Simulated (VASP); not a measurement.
A convergence study with VASP on TiC (rock salt): one setting is varied, all else stays as given below, so the limit is that of these other settings.

```
TiC
1.0
    0.00000     2.16500     2.16500
    2.16500     0.00000     2.16500
    2.16500     2.16500     0.00000
Ti C
1 1
Direct
  0.00000   0.00000   0.00000
  0.50000   0.50000   0.50000
```

These are PBE GGA, VASP's PBE PAW potentials (set 64) (plane waves; VASP) values and carry that method's errors. The tightest run used: 700 eV cut-off, 24×24×24 Γ-centred mesh, first-order Methfessel-Paxton smearing of 0.10 eV, potentials Ti_sv C.

| setting | E (eV/atom) | pressure (GPa) | irreducible k-points |
|---|---|---|---|
| 1×1×1 mesh | 0.7943 | 132.06 | 1 |
| 2×2×2 mesh | -8.6472 | 14.45 | 3 |
| 3×3×3 mesh | -9.2431 | 1.64 | 4 |
| 4×4×4 mesh | -9.3290 | -0.33 | 8 |
| 5×5×5 mesh | -9.3339 | 0.53 | 10 |
| 6×6×6 mesh | -9.3502 | 0.60 | 16 |
| 7×7×7 mesh | -9.3525 | 0.69 | 20 |

### Question
These are the cheaper rows. Estimate the results at 24×24×24 mesh, and how far the last row shown lies from them.

### Answer

```csv
quantity,tightest run,last row shown is off by
E (eV/atom),-9.3563,0.0038
pressure (GPa),0.58,0.11
```

Left out are rungs that failed or repeat a setting and relaxations that didn't move; long series are thinned to 24 rows.

The compound is TiC in the rock salt structure. The cell was not relaxed at this level.
